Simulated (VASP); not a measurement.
# Zn2P with PW91 + D4: from relaxation to properties, part 2 of 5

Wanted: the relaxed cell of Zn2P and its properties. The cell is invented: other elements were put on sites of a known structure type. It may not be a known or stable phase.

VASP 6.6.1; PW91 with D4; plane waves and PAW (Zn, P); invented cell.

Still holding for the runs below: This run has no spin polarisation. Its electron count is odd, so without a moment it is a metal by construction.

So far. Step 2 (Rough relaxation of the start cell): It ends with a largest force of 0.013 eV/Å and a pressure of 0.23 GPa.

## (3) Relaxing cell and atoms (PW91 + D4)

Properties are meant for the cell that this level of theory prefers, so cell and atoms are relaxed first (ISIF = 3) until forces and stress are small; EDIFFG sets the threshold.

File INCAR:

```
SYSTEM = Zn2P
PREC = Accurate
ENCUT = 400
EDIFF = 1E-06
NELM = 100
ISMEAR = -1
SIGMA = 0.05
LREAL = .FALSE.
ALGO = Normal
GGA = 91
IVDW = 13
VDW_S6 = 1
VDW_S8 = 0.77283111
VDW_A1 = 0.39581542
VDW_A2 = 4.93405761
NBANDS = 20
LORBIT = 11
LWAVE = .FALSE.
LCHARG = .FALSE.
IBRION = 2
NSW = 60
ISIF = 3
EDIFFG = -0.01
```

File POSCAR:

```
Zn2P
1.0
    3.6776872563      0.0000000000      0.0000000000
   -1.8388436282      3.1849706025      0.0000000000
    0.0000000000      0.0000000000      4.2101822781
Zn P
2 1
Direct
    0.3333333300      0.6666666700      0.2939177521
    0.6666666700      0.3333333300      0.7060822479
    0.0000000000      0.0000000000      0.0000000000
```

File KPOINTS:

```
Automatic mesh
0
Gamma
6 6 5
0 0 0
```

PAW data sets: Zn and P (PBE family, release 64).

Started as:

```sh
mpirun -np 1 vasp_std
```

Output:

```text
[banner, memory and clock lines left out]
running    1 mpi-ranks, on    1 nodes
 distrk:  each k-point on    1 cores,    1 groups
 distr:  one band on    1 cores,    1 groups

 POSCAR found type information on POSCAR ZnP
 POSCAR found :  2 types and       3 ions
 [... a notice as in an earlier step ...]

 LDA part: xc-table for (Slater(with rela. corr.)+CA(PZ))
 , standard interpolation
 POSCAR, INCAR and KPOINTS ok, starting setup
 FFT: planning ... GRIDC
 FFT: planning ... GRID_SOFT
 FFT: planning ... GRID
 WAVECAR not read
 entering main loop
       N       E                     dE             d eps       ncg     rms          rms(c)
DAV:   1     0.130918061447E+03    0.13092E+03   -0.11963E+04  1080   0.160E+03
DAV:   2    -0.455314501429E+00   -0.13137E+03   -0.12708E+03  1104   0.297E+02
DAV:   3    -0.789279490805E+01   -0.74375E+01   -0.73677E+01  1244   0.765E+01
DAV:   4    -0.800528166727E+01   -0.11249E+00   -0.11239E+00  1220   0.890E+00
DAV:   5    -0.800661553035E+01   -0.13339E-02   -0.13338E-02  1216   0.952E-01    0.605E+00
DAV:   6    -0.730822944419E+01    0.69839E+00   -0.21956E+00  1456   0.358E+01    0.460E+00
DAV:   7    -0.730795862437E+01    0.27082E-03   -0.46389E-01  1220   0.731E+00    0.225E+00
DAV:   8    -0.730230095278E+01    0.56577E-02   -0.11484E-02  1212   0.856E-01    0.737E-01
DAV:   9    -0.730152302680E+01    0.77793E-03   -0.12351E-03  1400   0.341E-01    0.103E-01
DAV:  10    -0.730154765081E+01   -0.24624E-04   -0.24903E-04  1628   0.209E-01    0.336E-02
DAV:  11    -0.730154679422E+01    0.85660E-06   -0.74537E-05  1356   0.109E-01    0.106E-02
DAV:  12    -0.730154671486E+01    0.79353E-07   -0.39519E-06  1200   0.138E-02
   1 F= -.81725326E+01 E0= -.81678872E+01  d E =-.817253E+01
 curvature:   0.00 expect dE= 0.000E+00 dE for cont linesearch  0.000E+00
 trial: gam= 0.00000 g(F)=  0.902E-03 g(S)=  0.227E-01 ort = 0.000E+00 (trialstep = 0.100E+01)
 search vector abs. value=  0.236E-01
 bond charge predicted
       N       E                     dE             d eps       ncg     rms          rms(c)
DAV:   1    -0.741201054395E+01   -0.11046E+00   -0.19402E+00  1248   0.174E+01    0.223E+00
DAV:   2    -0.735027629795E+01    0.61734E-01   -0.25473E-01  1240   0.997E+00    0.111E+00
DAV:   3    -0.733280437100E+01    0.17472E-01   -0.10188E-02  1248   0.163E+00    0.523E-01
DAV:   4    -0.732808688145E+01    0.47175E-02   -0.46748E-03  1496   0.118E+00    0.722E-02
DAV:   5    -0.732818712238E+01   -0.10024E-03   -0.15191E-03  1176   0.494E-01    0.373E-02
DAV:   6    -0.732819766088E+01   -0.10538E-04   -0.14000E-04  1220   0.179E-01    0.199E-02
DAV:   7    -0.732819686726E+01    0.79362E-06   -0.34210E-05  1224   0.139E-01    0.735E-03
DAV:   8    -0.732819615494E+01    0.71232E-06   -0.66343E-06  1112   0.533E-02
   2 F= -.81903196E+01 E0= -.81854442E+01  d E =-.177871E-01
[... from here on, the cycles between the ionic steps are left out ...]
   3 F= -.81991730E+01 E0= -.81947085E+01  d E =-.266405E-01
   4 F= -.81997067E+01 E0= -.81956345E+01  d E =-.271741E-01
   5 F= -.82070429E+01 E0= -.82039306E+01  d E =-.733621E-02
   6 F= -.82072098E+01 E0= -.82040539E+01  d E =-.750307E-02
   7 F= -.82072037E+01 E0= -.82040398E+01  d E =-.749697E-02
   8 F= -.82077942E+01 E0= -.82045998E+01  d E =-.590482E-03
   9 F= -.82078065E+01 E0= -.82045803E+01  d E =-.602827E-03
  10 F= -.82078146E+01 E0= -.82045967E+01  d E =-.610944E-03
  11 F= -.82078148E+01 E0= -.82046065E+01  d E =-.611130E-03
  12 F= -.82078155E+01 E0= -.82046026E+01  d E =-.611865E-03
  13 F= -.82079616E+01 E0= -.82047463E+01  d E =-.146048E-03
  14 F= -.82080266E+01 E0= -.82048084E+01  d E =-.211048E-03
  15 F= -.82080990E+01 E0= -.82048742E+01  d E =-.283437E-03
  16 F= -.82080168E+01 E0= -.82047728E+01  d E =-.201287E-03
  17 F= -.82081050E+01 E0= -.82048742E+01  d E =-.289503E-03
  18 F= -.82081068E+01 E0= -.82048784E+01  d E =-.291248E-03
 curvature:  -1.20 expect dE=-0.405E-04 dE for cont linesearch -0.688E-11
 trial: gam= 0.22498 g(F)=  0.367E-05 g(S)=  0.301E-04 ort = 0.301E-07 (trialstep = 0.164E+01)
 search vector abs. value=  0.418E-04
 bond charge predicted
       N       E                     dE             d eps       ncg     rms          rms(c)
DAV:   1    -0.734555149189E+01    0.42519E-03   -0.22079E-02  1228   0.195E+00    0.200E-01
DAV:   2    -0.734495970522E+01    0.59179E-03   -0.34678E-03  1192   0.117E+00    0.726E-02
DAV:   3    -0.734489421935E+01    0.65486E-04   -0.10930E-04  1268   0.134E-01    0.377E-02
DAV:   4    -0.734486989595E+01    0.24323E-04   -0.15091E-05  1532   0.514E-02    0.816E-03
DAV:   5    -0.734486886537E+01    0.10306E-05   -0.35366E-06  1168   0.249E-02    0.193E-03
DAV:   6    -0.734486889085E+01   -0.25481E-07   -0.10832E-06   600   0.129E-02
  19 F= -.82081185E+01 E0= -.82049234E+01  d E =-.117123E-04
 trial-energy change:   -0.000012  1 .order   -0.000017   -0.000055    0.000021
 step:   1.0231(harm=  1.1962)  dis= 0.00073  next Energy=    -8.208123 (dE=-0.159E-04)
 reached required accuracy - stopping structural energy minimisation
```

Run time: 3.4 min. Hardware: 1 MPI rank of AMD EPYC 7R43, shared host; peak memory 0.11 GiB.

From OUTCAR (step 3):

```text
  LATTYP: Found a hexagonal cell.
 ALAT       =     3.6776872563
 C/A-ratio  =     1.1447907298

The static configuration has the point symmetry D_3d.

 Found     27 irreducible k-points:

   k-points           NKPTS =     27   k-points in BZ     NKDIM =     27   number of bands    NBANDS=     20

   dimension x,y,z NGX =    24 NGY =   24 NGZ =   28
   dimension x,y,z NGXF=    48 NGYF=   48 NGZF=   56

   ENCUT  =  400.0 eV  29.40 Ry    5.42 a.u.   6.00  6.00  6.87*2*pi/ulx,y,z

   NELECT =      29.0000    total number of electrons

 E-fermi :   4.0307

 k-point     1 :       0.0000    0.0000    0.0000
  band No.  band energies     occupation
    ...
     11      -3.1022      2.00000
     12       1.3269      2.00000
     13       1.6401      2.00000
     14       3.8219      1.96976
     15       3.8219      1.96976
     16       6.9994      0.00000
     17       7.3891      0.00000
     18       7.3892      0.00000
     19      11.0004      0.00000
     20      13.9171      0.00000

 k-point     2 :       0.1667   -0.0000    0.0000
  band No.  band energies     occupation
    ...
     11      -3.0565      2.00000
     12       1.0205      2.00000
     13       1.8344      2.00000
     14       2.7306      2.00000
     15       3.0453      2.00000
     16       6.2143      0.00000
     17       8.6214      0.00000
     18       8.8502      0.00000
     19      11.5592      0.00000
     20      13.1881      0.00000

  DFT-D4 for vdW energy calculation

  Edisp (eV):   -0.86325

  Total       0.01477     0.01477     0.00163    -0.00000     0.00000     0.00000
  in kB       0.47569     0.47569     0.05250    -0.00000     0.00000     0.00000
  external pressure =        0.33 kB  Pullay stress =        0.00 kB

  energy-cutoff  :      400.00
  volume of cell :       49.76
      direct lattice vectors                 reciprocal lattice vectors
     3.773618507 -0.000000000  0.000000000     0.264997640  0.152996458  0.000000000
    -1.886809254  3.268049504 -0.000000000     0.000000000  0.305992917  0.000000000
    -0.000000000 -0.000000000  4.034846534    -0.000000000  0.000000000  0.247840901

 POSITION                                       TOTAL-FORCE (eV/Angst)
 -----------------------------------------------------------------------------------
     -0.00000      2.17870      1.15456        -0.000000     -0.000000      0.004908
      1.88681      1.08935      2.88029         0.000000      0.000000     -0.004908
     -0.00000     -0.00000      4.03485        -0.000000      0.000000      0.000000
 -----------------------------------------------------------------------------------
    total drift:                               -0.000000      0.000000      0.000000

  FREE ENERGIE OF THE ION-ELECTRON SYSTEM (eV)
  ---------------------------------------------------
  free  energy   TOTEN  =        -8.2081184953 eV

  energy  without entropy=       -8.2017282610  energy(sigma->0) =       -8.20492338

 total charge
# of ion       s       p       d       tot
------------------------------------------
    1        0.613   0.396   9.751  10.760
    2        0.613   0.396   9.751  10.760
    3        1.050   1.446   0.000   2.497
--------------------------------------------------
tot          2.275   2.239  19.502  24.017

[... 2 parts as in an earlier step ...]

[... 7 further parts left out ...]
```

CONTCAR:

```
Zn2P
   1.00000000000000
     3.7736185074080613   -0.0000000000014778    0.0000000000000001
    -1.8868092537566148    3.2680495038557886   -0.0000000000000000
    -0.0000000000000000   -0.0000000000000000    4.0348465335640231
  Zn              P
     2     1
Direct
     0.3333333300000021    0.6666666699999979    0.2861473493302333
     0.6666666699999979    0.3333333300000021    0.7138526506697667
     0.0000000000000000    0.0000000000000000    1.0000000000000000
```

Step by step:

```
step  energy less that of the first step (eV)  largest force (eV/Å)  pressure (GPa)  volume (Å³)
   1                                   0.0000                0.0967            0.75        49.32
   2                                  -0.0178                0.1075           -0.14        49.86
   3                                  -0.0266                0.1390           -1.14        50.46
   4                                  -0.0272                0.1478           -1.69        50.64
   5                                  -0.0345                0.0410            0.00        49.67
   6                                  -0.0347                0.0574           -0.16        49.79
   7                                  -0.0347                0.0595           -0.28        49.81
   8                                  -0.0353                0.0401           -0.11        49.68
   9                                  -0.0353                0.0321            0.07        49.63
  10                                  -0.0353                0.0340            0.10        49.64
  11                                  -0.0353                0.0363            0.06        49.66
  12                                  -0.0353                0.0348            0.08        49.65
  13                                  -0.0354                0.0263           -0.01        49.70
  14                                  -0.0355                0.0211           -0.01        49.74
  15                                  -0.0356                0.0106            0.00        49.80
  16                                  -0.0355                0.0104           -0.11        49.93
  17                                  -0.0356                0.0034           -0.12        49.85
  18                                  -0.0356                0.0062           -0.07        49.83
  19                                  -0.0356                0.0049            0.03        49.76
```

```
conventional cell, symmetrised  before  after  change
                         a (Å)   3.678  3.774  +2.6 %
                         b (Å)   3.678  3.774  +2.6 %
                         c (Å)   4.210  4.035  -4.2 %
              volume (Å³/atom)   16.44  16.59  +0.9 %
```

The atoms that moved most (Å, as changes of fractional coordinates times the final cell):

```
atom     dx     dy      dz  length
 Zn2  0.000  0.000   0.031   0.031
 Zn1  0.000  0.000  -0.031   0.031
```

The relaxed structure:

```xyz
3
Lattice="3.7736 0.0000 0.0000 -1.8868 3.2680 0.0000 0.0000 0.0000 4.0348" Properties=species:S:1:pos:R:3 pbc="T T T"
Zn    0.0000    2.1787    1.1546
Zn    1.8868    1.0893    2.8803
P     0.0000    0.0000    0.0000
```

This step gave:

| Property | Result |
| --- | --- |
| irreducible k-points | 27 |
| free energy (TOTEN) | -8.208 eV |
| energy at zero smearing | -8.205 eV |
| Fermi energy | 4.031 eV |
| pressure | 0.03346 GPa |
| SCF cycles over all ionic steps | 119 |

It ends with a largest force of 0.005 eV/Å and a pressure of 0.03 GPa.

## (4) Density, ELF and potential (PW91 + D4)

A single point on the relaxed cell gives a clean self-consistent state, with density, ELF and potential written out.

Changes to INCAR since step 3:

```diff
@@ -18,6 +18,5 @@
 LWAVE = .FALSE.
-LCHARG = .FALSE.
-IBRION = 2
-NSW = 60
-ISIF = 3
-EDIFFG = -0.01
+LCHARG = .TRUE.
+ISIF = 2
+LELF = .TRUE.
+LVHAR = .TRUE.
```

File POSCAR:

```
Zn2P
1.0
    3.7736185074      0.0000000000      0.0000000000
   -1.8868092538      3.2680495039      0.0000000000
    0.0000000000      0.0000000000      4.0348465336
Zn P
2 1
Direct
    0.3333333300      0.6666666700      0.2861473493
    0.6666666700      0.3333333300      0.7138526507
    0.0000000000      0.0000000000      0.0000000000
```

KPOINTS is that of step 3.

Started as:

```sh
mpirun -np 1 vasp_std
```

Output:

```text
[... set-up lines as in an earlier step ...]
 entering main loop
       N       E                     dE             d eps       ncg     rms          rms(c)
DAV:   1     0.129316949216E+03    0.12932E+03   -0.11980E+04  1088   0.161E+03
DAV:   2    -0.700550742421E+00   -0.13002E+03   -0.12615E+03  1104   0.297E+02
DAV:   3    -0.792216643336E+01   -0.72216E+01   -0.71633E+01  1252   0.756E+01
DAV:   4    -0.802744069119E+01   -0.10527E+00   -0.10519E+00  1192   0.876E+00
DAV:   5    -0.802872476347E+01   -0.12841E-02   -0.12840E-02  1240   0.948E-01    0.598E+00
DAV:   6    -0.736340843303E+01    0.66532E+00   -0.20588E+00  1452   0.344E+01    0.460E+00
DAV:   7    -0.735289368367E+01    0.10515E-01   -0.50166E-01  1216   0.686E+00    0.215E+00
DAV:   8    -0.734765732563E+01    0.52364E-02   -0.95382E-03  1208   0.827E-01    0.801E-01
DAV:   9    -0.734664282494E+01    0.10145E-02   -0.14644E-03  1244   0.356E-01    0.103E-01
DAV:  10    -0.734666612335E+01   -0.23298E-04   -0.19874E-04  1224   0.140E-01    0.443E-02
DAV:  11    -0.734667530084E+01   -0.91775E-05   -0.19142E-05  1212   0.435E-02    0.550E-03
DAV:  12    -0.734667550951E+01   -0.20867E-06   -0.50539E-06  1208   0.328E-02
   1 F= -.82099251E+01 E0= -.82067312E+01  d E =-.638778E-02
```

Wall time 54 s (1 MPI rank); peak memory 0.12 GiB.

OUTCAR, selected parts (step 4):

```text
  LATTYP: Found a hexagonal cell.
 ALAT       =     3.7736185074
 C/A-ratio  =     1.0692248105

The static configuration has the point symmetry D_3d.

 Found     27 irreducible k-points:

   dimension x,y,z NGX =    28 NGY =   28 NGZ =   28
   dimension x,y,z NGXF=    56 NGYF=   56 NGZF=   56

   ENCUT  =  400.0 eV  29.40 Ry    5.42 a.u.   6.15  6.15  6.58*2*pi/ulx,y,z

   NELECT =      29.0000    total number of electrons

 E-fermi :   4.0307

 k-point     1 :       0.0000    0.0000    0.0000
  band No.  band energies     occupation
    ...
     11      -3.1031      2.00000
     12       1.3270      2.00000
     13       1.6399      2.00000
     14       3.8217      1.96987
     15       3.8217      1.96987
     16       6.9991      0.00000
     17       7.3891      0.00000
     18       7.3891      0.00000
     19      11.0003      0.00000
     20      13.9169      0.00000

 k-point     2 :       0.1667    0.0000    0.0000
  band No.  band energies     occupation
    ...
     11      -3.0573      2.00000
     12       1.0204      2.00000
     13       1.8342      2.00000
     14       2.7305      2.00000
     15       3.0451      2.00000
     16       6.2142      0.00000
     17       8.6213      0.00000
     18       8.8501      0.00000
     19      11.5590      0.00000
     20      13.1879      0.00000

  DFT-D4 for vdW energy calculation

  Edisp (eV):   -0.86325

  Total       0.01616     0.01616    -0.03526    -0.00000    -0.00000     0.00000
  in kB       0.52018     0.52018    -1.13544    -0.00000    -0.00000     0.00000
  external pressure =       -0.03 kB  Pullay stress =        0.00 kB

  energy-cutoff  :      400.00
  volume of cell :       49.76
      direct lattice vectors                 reciprocal lattice vectors
     3.773618507  0.000000000  0.000000000     0.264997640  0.152996458  0.000000000
    -1.886809254  3.268049504  0.000000000     0.000000000  0.305992917  0.000000000
     0.000000000  0.000000000  4.034846534     0.000000000  0.000000000  0.247840901

 POSITION                                       TOTAL-FORCE (eV/Angst)
 -----------------------------------------------------------------------------------
     -0.00000      2.17870      1.15456        -0.000000     -0.000000      0.004699
      1.88681      1.08935      2.88029         0.000000      0.000000     -0.004699
      0.00000      0.00000      0.00000         0.000000      0.000000      0.000000
 -----------------------------------------------------------------------------------
    total drift:                               -0.000000      0.000000      0.000000

  FREE ENERGIE OF THE ION-ELECTRON SYSTEM (eV)
  ---------------------------------------------------
  free  energy   TOTEN  =        -8.2099251139 eV

  energy  without entropy=       -8.2035373298  energy(sigma->0) =       -8.20673122

 total charge
# of ion       s       p       d       tot
------------------------------------------
    1        0.612   0.396   9.751  10.760
    2        0.612   0.396   9.751  10.760
    3        1.050   1.446   0.000   2.497
--------------------------------------------------
tot          2.275   2.239  19.503  24.017

[... 2 parts as in an earlier step ...]

[... 7 further parts left out ...]
```

Numbers from this step:

| Item | Value |
| --- | --- |
| SCF cycles | 12 |
| free energy (TOTEN) | -8.210 eV |
| energy at zero smearing | -8.207 eV |
| pressure | -0.003169 GPa |

Valence electrons inside each PAW sphere by angular momentum. Sphere charges, by row:

```
atom  s (e)  p (e)  d (e)  tot (e)
 Zn1  0.612  0.396  9.751    10.76
 Zn2  0.612  0.396  9.751    10.76
  P3   1.05  1.446      0    2.497
```

Valence density in the ac plane at fractional y = 0.000, with atoms of P within 0.2 Å of it. It is the smooth field of the valence electrons, not physical close to the nuclei.

Ten even steps from '_' (-0.23 e/Å³) to '@' (0.69 e/Å³), each cell a mean:
```
--**@@%%**========++**@@@@++
%%@@@@##++========++**%%@@@@
%%%%##++++==========++**##%%
++++++==================++++
==------==============------
----------==========--------
----------========----------
----------========----------
--------============--------
============================
####**++++==========++++**##
@@@@%%**++==========++##@@@@
==##@@%%**========++**@@@@**
__==@@@@**====--==++##@@%%--
```
Columns run along a (3.8 Å), rows up along c (4.0 Å). Atoms in or near the plane, at fractional coordinates: P at (0.00, 0.00).

ELF in the ac plane at fractional y = 0.000, with atoms of P within 0.2 Å of it. It is the smooth field of the valence electrons, not physical close to the nuclei.

Values, 14 rows by 14 columns, each cell a mean:
```
0.33 0.52 0.75 0.81 0.69 0.42 0.21 0.17 0.26 0.50 0.73 0.81 0.71 0.46
0.60 0.70 0.79 0.78 0.62 0.36 0.20 0.17 0.24 0.43 0.67 0.80 0.78 0.67
0.74 0.76 0.76 0.66 0.47 0.27 0.19 0.18 0.21 0.31 0.51 0.70 0.76 0.75
0.65 0.65 0.60 0.48 0.34 0.23 0.20 0.20 0.20 0.25 0.37 0.53 0.62 0.65
0.35 0.34 0.31 0.28 0.25 0.22 0.21 0.22 0.21 0.23 0.26 0.29 0.32 0.34
0.13 0.14 0.15 0.19 0.22 0.23 0.23 0.23 0.23 0.23 0.22 0.18 0.15 0.13
0.05 0.06 0.09 0.14 0.20 0.25 0.27 0.27 0.27 0.24 0.19 0.12 0.08 0.06
0.08 0.09 0.11 0.16 0.21 0.24 0.25 0.25 0.25 0.24 0.20 0.14 0.10 0.08
0.28 0.27 0.26 0.25 0.24 0.22 0.22 0.22 0.22 0.23 0.25 0.26 0.27 0.28
0.55 0.54 0.49 0.40 0.30 0.22 0.21 0.21 0.21 0.24 0.32 0.43 0.51 0.54
0.73 0.74 0.73 0.62 0.43 0.26 0.19 0.19 0.20 0.29 0.48 0.67 0.74 0.74
0.69 0.75 0.79 0.75 0.57 0.32 0.20 0.18 0.22 0.38 0.62 0.78 0.79 0.73
0.40 0.57 0.76 0.80 0.68 0.41 0.21 0.17 0.25 0.49 0.72 0.81 0.73 0.52
0.20 0.43 0.72 0.81 0.71 0.44 0.21 0.16 0.26 0.52 0.74 0.80 0.66 0.35
```
Columns run along a (3.8 Å), rows up along c (4.0 Å). Atoms in or near the plane, at fractional coordinates: P at (0.00, 0.00).

Electrostatic potential energy in the ac plane at fractional y = 0.000, with atoms of P within 0.2 Å of it. With pseudopotentials it is smooth inside the atoms' cores, unlike the true potential.

Values in eV, 14 rows by 14 columns, each cell a mean:
```
-79 -74 -48 -12  -3   0   1   1   1   0  -3 -21 -56 -76
-63 -52 -26  -6  -2   0   0   0   0   0  -2 -10 -33 -56
-18 -13  -6  -2   0   0  -1  -2  -1   0   0  -3  -7 -14
 -3  -2  -1   1   0  -1  -2  -2  -1   0   1   0  -1  -3
  2   2   2   2   1   0  -2  -2  -1   0   1   2   2   2
  3   3   3   2   1   0  -1  -1  -1   0   2   3   3   3
  4   4   3   3   2   1   0  -1   0   1   2   3   3   4
  4   3   3   3   2   0  -1  -1   0   1   2   3   3   3
  2   2   2   2   1   0  -2  -2  -1   0   1   2   3   2
 -1   0   1   1   1  -1  -2  -2  -2   0   1   1   1   0
-12  -9  -4  -1   0  -1  -1  -2  -1   0   0  -2  -5 -10
-45 -34 -16  -4  -1   0  -1  -1   0   0  -1  -7 -20 -38
-79 -71 -43 -10  -2   0   1   1   1   0  -3 -18 -51 -74
-80 -79 -56 -15  -3   1   1   1   1   0  -4 -26 -64 -79
```
Columns run along a (3.8 Å; values clipped at the 3rd and 97th percentile), rows up along c (4.0 Å). Atoms in or near the plane, at fractional coordinates: P at (0.00, 0.00).

In this run the pressure is 0.00 GPa, small enough to go on.

(Continued in part 3 of 5.)

[Lines on the potential files, build, host, timing and source positions are cut from VASP's logs without a mark.]

[Logs are printed without paths, hosts, clocks, repeated set-up lines and the standing remarks that a program may print on its own settings, such as how far it seeks lower states.]

[Hosts, paths, dates, database ids (printed as entryN), source tags and the programs' standing remarks are cut or masked in the printed files.]

[A measured line is paired with the nearest computed mode of its activity, which favours agreement.]
